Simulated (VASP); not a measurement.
Input of a VASP 6.6.1 run:

The input INCAR:

```
SYSTEM = PmS
PREC = Accurate
ENCUT = 520
EDIFF = 1E-7
ISMEAR = 0
SIGMA = 0.05
LREAL = .FALSE.
LASPH = .TRUE.
NELM = 150
ALGO = Normal
ISIF = 2
LWAVE = .FALSE.
LCHARG = .FALSE.
ISPIN = 2
MAGMOM = 0 0
LORBIT = 11
LMAXMIX = 6
LDAU = .TRUE.
LDAUTYPE = 2
LDAUL = 3 -1
LDAUU = 6 0
LDAUJ = 0 0
LDAUPRINT = 1
GGA = CA
```

File KPOINTS:

```
regular mesh
0
G
  6 6 6
  0 0 0
```

File POSCAR:

```
PmS
1.0
    0.0000000000      2.8386760400      2.8386760400
    2.8386760400      0.0000000000      2.8386760400
    2.8386760400      2.8386760400      0.0000000000
Pm S
1 1
Direct
    0.5000000000      0.5000000000      0.5000000000
    0.0000000000      0.0000000000      0.0000000000
```

Potentials or basis: VASP PAW PBE potentials, release 64 (Pm, S).

Launch:

```sh
$ cat potpaw_PBE.64/Pm/POTCAR potpaw_PBE.64/S/POTCAR > POTCAR
$ mpirun -np 1 vasp_std > vasp.out
```

Question: What does it give for the pressure?

Answer: -2.9 GPa.

Question: What does it give for the band gap on the k mesh?

Answer: None (metal or under the smearing width).

Question: What does it give for the site moments?

Answer: Pm +4.16; S -0.04 μB.

Question: What does it give for the net moment?

Answer: 4.31 μB per cell.

Eigenvalues of the final occupation matrices:
```csv
site,spin,trace,eigenvalues
site 1 f,1,4.14,0.07 0.07 0.07 0.98 0.98 0.98 0.98
site 1 f,2,0.03,0.00 0.00 0.00 0.00 0.01 0.01 0.01
```

Caveat: the magnetic or orbital state may not be the lowest; the PAW data sets were made with another functional, which shifts forces and pressure a little; spin-orbit coupling is left out, which moves the levels of the heavy elements.
